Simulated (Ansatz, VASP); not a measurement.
One calculation of BiMo, two programs

```
Mo Bi
1.0
     0.00000    3.17867    3.17867
     3.17867    0.00000    3.17867
     3.17867    3.17867    0.00000
Mo Bi
1 1
Direct
  0.00000 0.00000 0.00000
  0.25000 0.25000 0.25000
```

Change from the starting cell: volume scaled by 1.02, PAW files.

Alike in both runs: task electric field gradients; functional PBE; k mesh 11 × 11 × 11; occupations fermi-dirac, width 0.08 eV; no spin polarisation.

```csv
,VASP,Ansatz
version,VASP 6.6.1,Ansatz 0.2.0
potentials or method,"VASP PAW PBE potentials, release 64 (Mo_sv, Bi_d)","PAW with Ansatz's default frozen-core files, scalar-relativistic"
plane-wave cutoff (eV),520,420
valence electrons in the cell,29,29
```

|  | VASP | Ansatz | Ansatz less VASP |
| --- | --- | --- | --- |
| pressure (GPa) | -1.2 | -1.2 | -0.02 |
| Vzz of the field gradient on the site that differs most (V/Å²) | 0.0 | 0.0 | 0.00 |

Ansatz warned: «gradients_without_spin_orbit».
